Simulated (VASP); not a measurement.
# GaB (P4/mmm) in VASP: a series of runs

Aim: see how the results for GaB move with the level of theory and the settings. Levels: HSE(alpha, omega), PBEsol, PBEsol+D3. Tasks: single point, relaxation of cell and atoms.

All numbers are computed with VASP 6.6.1; they aren't measurements. Logs are shortened: lines on timing, memory, paths and dates and some standing lists are left out, and cuts for length are marked.

### Step 1. The structure

Symmetry: P4/mmm, No. 123, tetragonal system. Conventional cell: a = 2.718 Å, b = 2.718 Å, c = 3.236 Å, α = 90.00°, β = 90.00°, γ = 90.00°. Around Ga (site symmetry 4/mmm) lie 8 B at 2.51 Å and 4 Ga at 2.72 Å. B (site symmetry 4/mmm) is surrounded by 8 Ga at 2.51 Å and 4 B at 2.72 Å.

The cell was built by a generator and needn't be a form met in nature.

### Step 2. Single point, HSE(alpha, omega)

Contents of POSCAR:

```
GaB
1.0
    2.7182400000      0.0000000000      0.0000000000
    0.0000000000      2.7182400000      0.0000000000
    0.0000000000      0.0000000000      3.2362100000
Ga B
1 1
Direct
    0.5000000000      0.5000000000      0.5000000000
    0.0000000000      0.0000000000      0.0000000000
```

Contents of INCAR.step1:

```
ALGO     = Normal         # electronic algorithm
EDIFF    = 1E-5           # SCF threshold, eV
ENCUT    = 520            # plane-wave cutoff, eV
GGA      = PE             # functional
ISIF     = 2              # what is computed and relaxed
ISMEAR   = -1             # smearing method
LASPH    = T              # aspherical terms in the spheres
LCHARG   = F              # write CHGCAR
LREAL    = F              # projectors in reciprocal space
LWAVE    = T              # write WAVECAR
NBANDS   = 15             # bands
NELM     = 80             # most SCF steps
PREC     = Accurate       # precision mode
SIGMA    = 0.05           # smearing width, eV
```

Contents of INCAR.step2:

```
AEXX     = 0.4            # exact-exchange fraction
ALGO     = Normal         # electronic algorithm
EDIFF    = 1E-6           # SCF threshold, eV
ENCUT    = 520            # plane-wave cutoff, eV
GGA      = PE             # functional
HFSCREEN = 0.2            # screening, 1/A
ISIF     = 2              # what is computed and relaxed
ISMEAR   = -1             # smearing method
ISTART   = 1            
LASPH    = T              # aspherical terms in the spheres
LCHARG   = F              # write CHGCAR
LHFCALC  = T              # exact exchange
LREAL    = F              # projectors in reciprocal space
LWAVE    = F              # write WAVECAR
NBANDS   = 15             # bands
NELM     = 80             # most SCF steps
PREC     = Accurate       # precision mode
PRECFOCK = Fast         
SIGMA    = 0.05           # smearing width, eV
```

Contents of KPOINTS:

```
k-points
0
Gamma
  5 5 4
```

Potentials or basis: VASP PAW PBE potentials, release 64 (Ga_d, B).

Command:

```console
cat potpaw_PBE.64/Ga_d/POTCAR potpaw_PBE.64/B/POTCAR > POTCAR
cp INCAR.step1 INCAR
mpirun -np 1 vasp_std > vasp.out
cp INCAR.step2 INCAR
mpirun -np 1 vasp_std > vasp.out
```

OUTCAR:

```text
AEXX = 0.4
   EDIFF = 1E-6
   ENCUT = 520
   GGA = PE
   HFSCREEN = 0.2
   ISIF = 2
   ISMEAR = -1
   ISTART = 1
   LASPH = T
   LHFCALC = T
   LREAL = F
   NELM = 80
   PREC = Accurate
   PRECFOCK = Fast

 ion  position               nearest neighbor table
   1  0.500  0.500  0.500-   2 2.51   2 2.51   2 2.51   2 2.51   2 2.51   2 2.51   2 2.51   2 2.51

   2  0.000  0.000  0.000-   1 2.51   1 2.51   1 2.51   1 2.51   1 2.51   1 2.51   1 2.51   1 2.51

  LATTYP: Found a simple tetragonal cell.
 ALAT       =     2.7182400000
 C/A-ratio  =     1.1905534463

  Lattice vectors:

 A1 = (   2.7182400000,   0.0000000000,   0.0000000000)
 A2 = (   0.0000000000,   2.7182400000,   0.0000000000)
 A3 = (   0.0000000000,   0.0000000000,   3.2362100000)

Analysis of symmetry for initial positions (statically):
=====================================================================
 Subroutine PRICEL returns:
 Original cell was already a primitive cell.

 Routine SETGRP: Setting up the symmetry group for a
 simple tetragonal supercell.

 Subroutine GETGRP returns: Found 16 space group operations
 (whereof 16 operations were pure point group operations)
 out of a pool of 16 trial point group operations.

The static configuration has the point symmetry D_4h.

Analysis of symmetry for dynamics (positions and initial velocities):
=====================================================================
 Subroutine PRICEL returns:
 Original cell was already a primitive cell.

 Routine SETGRP: Setting up the symmetry group for a
 simple tetragonal supercell.

 Subroutine GETGRP returns: Found 16 space group operations
 (whereof 16 operations were pure point group operations)
 out of a pool of 16 trial point group operations.

The dynamic configuration has the point symmetry D_4h.

 Subroutine INISYM returns: Found 16 space group operations
 (whereof 16 operations are pure point group operations),
 and found     1 'primitive' translations

----------------------------------------------------------------------------------------

                                     Primitive cell

  volume of cell :      23.9118

  direct lattice vectors                    reciprocal lattice vectors
     2.718240000  0.000000000  0.000000000     0.367885102  0.000000000  0.000000000
     0.000000000  2.718240000  0.000000000     0.000000000  0.367885102  0.000000000
     0.000000000  0.000000000  3.236210000     0.000000000  0.000000000  0.309003433

  length of vectors
     2.718240000  2.718240000  3.236210000     0.367885102  0.367885102  0.309003433

  position of ions in fractional coordinates (direct lattice)
     0.500000000  0.500000000  0.500000000
     0.000000000  0.000000000  0.000000000

  ion indices of the primitive-cell ions
   primitive index   ion index
                 1           1
                 2           2

----------------------------------------------------------------------------------------

 KPOINTS: k-points

Automatic generation of k-mesh.
 Grid dimensions read from file:
 generate k-points for:    5    5    4

 Generating k-lattice:

  Cartesian coordinates                     Fractional coordinates (reciprocal lattice)
     0.073577020  0.000000000  0.000000000     0.200000000  0.000000000  0.000000000
     0.000000000  0.073577020  0.000000000     0.000000000  0.200000000  0.000000000
     0.000000000  0.000000000  0.077250858     0.000000000  0.000000000  0.250000000

  Length of vectors
     0.073577020  0.073577020  0.077250858

  Shift w.r.t. Gamma in fractional coordinates (k-lattice)
     0.000000000  0.000000000  0.000000000

 Subroutine IBZKPT returns following result:
 ===========================================

 Found     18 irreducible k-points:

 Following reciprocal coordinates:
            Coordinates               Weight
  0.000000  0.000000  0.000000      1.000000
  0.200000  0.000000  0.000000      4.000000
  0.400000  0.000000  0.000000      4.000000
  0.200000  0.200000  0.000000      4.000000
  0.400000  0.200000  0.000000      8.000000
  0.400000  0.400000  0.000000      4.000000
[... 10 lines left out ...]
  0.400000  0.200000  0.500000      8.000000
  0.400000  0.400000  0.500000      4.000000
   k-points           NKPTS =     18   k-points in BZ     NKDIM =    100   number of bands    NBANDS=     15
   number of dos      NEDOS =    301   number of ions     NIONS =      2
   total plane-waves  NPLWV =   9600
   dimension x,y,z NGX =    20 NGY =   20 NGZ =   24
   dimension x,y,z NGXF=    40 NGYF=   40 NGZF=   48
   ions per type =               1   1
   NGX,Y,Z   is equivalent  to a cutoff of  12.23, 12.23, 12.33 a.u.
   NGXF,Y,Z  is equivalent  to a cutoff of  24.46, 24.46, 24.66 a.u.
 SYSTEM =  unknown system
   PREC   = accura    normal or accurate (medium, high low for compatibility)
   ISTART =      1    job   : 0-new  1-cont  2-samecut
   ICHARG =      0    charge: 1-file 2-atom 10-const
   ISPIN  =      1    spin polarized calculation?
   LNONCOLLINEAR =      F non collinear calculations
   LSORBIT =      F    spin-orbit coupling
   LASPH  =      T    aspherical Exc in radial PAW
   ENCUT  =  520.0 eV  38.22 Ry    6.18 a.u.   5.05  5.05  6.02*2*pi/ulx,y,z
   NELM   =     80;   NELMIN=  2; NELMDL=  0     # of ELM steps
   EDIFF  = 0.1E-05   stopping-criterion for ELM
   LREAL  =      F    real-space projection
   EDIFFG = 0.1E-04   stopping-criterion for IOM
   NSW    =      0    number of steps for IOM
   IBRION =     -1    ionic relax: 0-MD 1-quasi-New 2-CG
   NFREE  =      0    steps in history (QN), initial steepest desc. (CG)
   ISIF   =      2    stress and relaxation
   ISYM   =      3    0-nonsym 1-usesym 2-fastsym
   POTIM  = 0.5000    time-step for ionic-motion
   TEBEG  =    0.0;   TEEND  =   0.0 temperature during run
   PSTRESS=    0.0 pullay stress
   NELECT =      16.0000    total number of electrons
   NUPDOWN=      -1.0000    fix difference up-down
   EMIN   =  10.00;   EMAX   =-10.00  energy-range for DOS
   EFERMI =   0.00;   METHOD = LEGACY
   ISMEAR =    -1;   SIGMA  =   0.05  broadening in eV -4-tet -1-fermi 0-gaus
   EFERMI_NEDOS =   21; number of points for ismear=-14 and -15
   IALGO  =     38    algorithm
   IMIX   =      1    mixing-type and parameters
     AMIX     =   0.40;   BMIX     =  1.00
     AMIX_MAG =   1.60;   BMIX_MAG =  1.00
  volume/ion in A,a.u.               =      11.96        80.68
  Fermi-wavevector in a.u.,A,eV,Ry     =   1.431894  2.705886 27.896285  2.050319
  Thomas-Fermi vector in A             =   2.551580
   LORBIT       =      0    0 simple, 1 ext, 2 COOP (PROOUT), +10 PAW based schemes
   GGA     = PE    functional components
   LHFCALC =     T    Hartree Fock is set to
   PRECFOCK=fast      Normal, Fast or Accurate (Low or Medium for compatibility)
   ENCUT4O =  -1.0   cutoff for four orbital integrals eV
   NKREDX  =     1    reduce k-point grid by
   NKREDY  =     1    reduce k-point grid by
   NKREDZ  =     1    reduce k-point grid by
   AEXX    =    0.4000 exact exchange contribution
   HFSCREEN=    0.2000 screening length (either q_TF or 0.3 A-1)
   HFSCREENC=   0.2000 screening length for correlation (either q_TF or 0.3 A-1)
   ENCUTFOCK=  -1.0 apply spherical cutoff to Coloumb kernel
   IVDW    =     0    specifies the selected vdW correction
   LEPSILON=     F    determine dielectric tensor
   LRPA    =     F    only Hartree local field effects (RPA)
 non-spin polarized calculation
  energy-cutoff  :      520.00
  volume of cell :       23.91
 maximum number of plane-waves:       654
  NGX = 12; NGY = 12; NGZ = 14

 number of electron      16.0000024 magnetization

 Free energy of the ion-electron system (eV)
  ---------------------------------------------------
  ext. energy  EPLUGINS =         0.00000000
  ---------------------------------------------------
  free energy    TOTEN  =        -8.75175074 eV

  energy without entropy =       -8.74513989  energy(sigma->0) =       -8.74844531

 E-fermi :   6.9303     XC(G=0):  -8.3990

 val. band max:        6.9245906733   @ k =   0.4000   0.4000   0.2500
 cond. band min:       7.5243267228   @ k =   0.2000   0.2000   0.2500
 fundamental gap:      0.5997360495
 Fermi energy:         6.9303009781

 k-point     1 :       0.0000    0.0000    0.0000
  band No.  band energies     occupation
      1     -13.1923      2.00000
      2     -13.0277      2.00000
      3     -12.7571      2.00000
      4     -12.7571      2.00000
      5     -12.6891      2.00000
      6      -9.2801      2.00000
      7       4.5653      2.00000
      8       9.4577      0.00000
      9      10.3916      0.00000
     10      10.3916      0.00000
     11      17.1461      0.00000
     12      17.2218      0.00000
     13      22.4027      0.00000
     14      23.5693      0.00000
     15      23.5693      0.00000

 k-point     2 :       0.2000    0.0000    0.0000
  band No.  band energies     occupation
      1     -13.1200      2.00000
      2     -12.9589      2.00000
      3     -12.8304      2.00000
      4     -12.7503      2.00000
      5     -12.7433      2.00000
      6      -8.3715      2.00000
      7       5.1889      2.00000
      8       5.6279      2.00000
      9      10.2016      0.00000
     10      11.2061      0.00000
     11      17.8905      0.00000
     12      19.1605      0.00000
     13      19.4534      0.00000
     14      22.9015      0.00000
     15      24.4883      0.00000

 k-point     3 :       0.4000    0.0000    0.0000
  band No.  band energies     occupation
      1     -13.0644      2.00000
      2     -12.9455      2.00000
      3     -12.8295      2.00000
      4     -12.7989      2.00000
      5     -12.7391      2.00000
      6      -5.6196      2.00000
      7      -0.9545      2.00000
      8       8.3910      0.00000
      9      12.1603      0.00000
     10      13.0307      0.00000
     11      14.6018      0.00000
     12      15.4929      0.00000
     13      20.0400      0.00000
     14      20.4447      0.00000
     15      23.7071      0.00000
[... 235 lines left out ...]
 k-point    17 :       0.4000    0.2000    0.5000
  band No.  band energies     occupation
      1     -13.0441      2.00000
      2     -12.9169      2.00000
      3     -12.8841      2.00000
      4     -12.8588      2.00000
      5     -12.6696      2.00000
      6      -0.8162      2.00000
      7      -0.2946      2.00000
      8       3.5186      2.00000
      9       5.0348      2.00000
     10      10.7282      0.00000
     11      14.1031      0.00000
     12      16.6066      0.00000
     13      18.4875      0.00000
     14      26.1805      0.00000
     15      28.1645      0.00000

 k-point    18 :       0.4000    0.4000    0.5000
  band No.  band energies     occupation
      1     -13.0610      2.00000
      2     -13.0026      2.00000
      3     -12.9883      2.00000
      4     -12.6743      2.00000
      5     -12.6202      2.00000
      6       1.6380      2.00000
      7       2.7621      2.00000
      8       5.5998      2.00000
      9       6.0400      2.00000
     10       7.6810      0.00000
     11       8.1425      0.00000
     12      11.4598      0.00000
     13      12.8470      0.00000
     14      27.0561      0.00000
     15      31.5736      0.00000

------------------------ aborting loop because EDIFF is reached ----------------------------------------

  FORCE on cell =-STRESS in cart. coord.  units (eV):
  Direction    XX          YY          ZZ          XY          YZ          ZX
  --------------------------------------------------------------------------------------
  -------------------------------------------------------------------------------------
  Total       -0.5810461     -0.5810461     -1.0846638      0.0000000     -0.0000000      0.0000000
  in kB      -38.9321962    -38.9321962    -72.6764027      0.0000000     -0.0000000      0.0000000
  external PRESSURE =     -50.1802651 kB  Pullay stress =       0.0000000 kB

 VOLUME and BASIS-vectors are now :
 -----------------------------------------------------------------------------
  energy-cutoff  :      520.00
  volume of cell :       23.91
      direct lattice vectors                 reciprocal lattice vectors
     2.718240000  0.000000000  0.000000000     0.367885102  0.000000000  0.000000000
     0.000000000  2.718240000  0.000000000     0.000000000  0.367885102  0.000000000
     0.000000000  0.000000000  3.236210000     0.000000000  0.000000000  0.309003433

 POSITION                                       TOTAL-FORCE (eV/Angst)
 -----------------------------------------------------------------------------------
      1.35912      1.35912      1.61810         0.000000      0.000000      0.000000
      0.00000      0.00000      0.00000         0.000000      0.000000      0.000000
 -----------------------------------------------------------------------------------
    total drift:                                0.000000     -0.000000      0.000000

  FREE ENERGIE OF THE ION-ELECTRON SYSTEM (eV)
  ---------------------------------------------------
  free  energy   TOTEN  =        -8.7517507388 eV

  energy  without entropy=       -8.7451398854  energy(sigma->0) =       -8.74844531
```

It took 3.2 min on 1 thread of AMD EPYC 9R45 (Zen 5), shared host; peak memory 0.2 GiB.

What came out:

- Free energy: -8.7518 eV
- Pressure: -5.0 GPa
- Band gap on the k mesh: none (metal or under the smearing width)

Levels at points of the mesh, in eV from the Fermi level:
```tsv
k point	band 5	band 6	band 7	band 8	band 9	band 10	band 11	band 12
(0.00, 0.00, 0.00)	-19.62	-16.21	-2.37	2.53	3.46	3.46	10.22	10.29
(0.00, 0.00, 0.50)	-19.62	-12.28	-12.06	5.60	5.60	9.93	11.01	11.01
```

Caveat: the k mesh is coarse (spacing up to 0.49 Å⁻¹), so the values aren't converged, least of all with exact exchange; the PAW data sets were made with another functional, which shifts forces and pressure a little.

### Step 3. Single point, HSE(alpha, omega)

POSCAR is that of step 2.

INCAR.step1 is that of step 2.

INCAR.step2, as its differences from that of step 2:

```diff
@@ -1,2 +1,2 @@
-AEXX     = 0.4            # exact-exchange fraction
+AEXX     = 0.5            # exact-exchange fraction
 ALGO     = Normal         # electronic algorithm
```

KPOINTS is that of step 2.

Potentials or basis: VASP PAW PBE potentials, release 64 (Ga_d, B).

Command:

```console
cat potpaw_PBE.64/Ga_d/POTCAR potpaw_PBE.64/B/POTCAR > POTCAR
cp INCAR.step1 INCAR
mpirun -np 1 vasp_std > vasp.out
cp INCAR.step2 INCAR
mpirun -np 1 vasp_std > vasp.out
```

OUTCAR:

```text
AEXX = 0.5
   EDIFF = 1E-6
   ENCUT = 520
   GGA = PE
   HFSCREEN = 0.2
   ISIF = 2
   ISMEAR = -1
   ISTART = 1
   LASPH = T
   LHFCALC = T
   LREAL = F
   NELM = 80
   PREC = Accurate
   PRECFOCK = Fast

 ion  position               nearest neighbor table
   1  0.500  0.500  0.500-   2 2.51   2 2.51   2 2.51   2 2.51   2 2.51   2 2.51   2 2.51   2 2.51

   2  0.000  0.000  0.000-   1 2.51   1 2.51   1 2.51   1 2.51   1 2.51   1 2.51   1 2.51   1 2.51

  LATTYP: Found a simple tetragonal cell.
[... 515 lines left out ...]
------------------------ aborting loop because EDIFF is reached ----------------------------------------

  FORCE on cell =-STRESS in cart. coord.  units (eV):
  Direction    XX          YY          ZZ          XY          YZ          ZX
  --------------------------------------------------------------------------------------
  -------------------------------------------------------------------------------------
  Total       -0.6858226     -0.6858226     -1.2201411      0.0000000     -0.0000000      0.0000000
  in kB      -45.9525963    -45.9525963    -81.7538760      0.0000000     -0.0000000      0.0000000
  external PRESSURE =     -57.8863562 kB  Pullay stress =       0.0000000 kB

 VOLUME and BASIS-vectors are now :
 -----------------------------------------------------------------------------
  energy-cutoff  :      520.00
  volume of cell :       23.91
      direct lattice vectors                 reciprocal lattice vectors
     2.718240000  0.000000000  0.000000000     0.367885102  0.000000000  0.000000000
     0.000000000  2.718240000  0.000000000     0.000000000  0.367885102  0.000000000
     0.000000000  0.000000000  3.236210000     0.000000000  0.000000000  0.309003433

 POSITION                                       TOTAL-FORCE (eV/Angst)
 -----------------------------------------------------------------------------------
      1.35912      1.35912      1.61810         0.000000      0.000000      0.000000
      0.00000      0.00000      0.00000         0.000000      0.000000      0.000000
 -----------------------------------------------------------------------------------
    total drift:                                0.000016     -0.000008      0.000000

  FREE ENERGIE OF THE ION-ELECTRON SYSTEM (eV)
  ---------------------------------------------------
  free  energy   TOTEN  =        -9.2059296653 eV

  energy  without entropy=       -9.1996933223  energy(sigma->0) =       -9.20281149
```

OSZICAR.step1:

```text
N       E                     dE             d eps       ncg     rms          rms(c)
DAV:   1     0.674729568515E+02    0.67473E+02   -0.78860E+03   540   0.186E+03
DAV:   2    -0.302133098502E+01   -0.70494E+02   -0.65818E+02   638   0.321E+02
DAV:   3    -0.733017106924E+01   -0.43088E+01   -0.42933E+01   638   0.559E+01
DAV:   4    -0.737070333217E+01   -0.40532E-01   -0.40528E-01   645   0.600E+00
DAV:   5    -0.737109794032E+01   -0.39461E-03   -0.39461E-03   617   0.586E-01    0.213E+00
DAV:   6    -0.714874165080E+01    0.22236E+00   -0.22905E-01   776   0.110E+01    0.922E-01
DAV:   7    -0.712787991116E+01    0.20862E-01   -0.33421E-02   768   0.156E+00    0.406E-01
DAV:   8    -0.712467549757E+01    0.32044E-02   -0.38979E-03   728   0.922E-01    0.755E-02
DAV:   9    -0.712454273558E+01    0.13276E-03   -0.38731E-04   674   0.380E-01    0.157E-02
DAV:  10    -0.712454294818E+01   -0.21260E-06   -0.14934E-05   550   0.404E-02
   1 F= -.71245429E+01 E0= -.71200989E+01  d E =-.888806E-02
```

Run time: 3.1 min. Hardware: 1 thread of AMD EPYC 9R45 (Zen 5), shared host; peak memory 0.2 GiB.

Results:

* Free energy: -9.2059 eV
* Pressure: -5.8 GPa
* Band gap on the k mesh: none (metal or under the smearing width)

Caveat: the k mesh is coarse (spacing up to 0.49 Å⁻¹), so the values aren't converged, least of all with exact exchange; the PAW data sets were made with another functional, which shifts forces and pressure a little.

(Continued in part 2 of 2.)
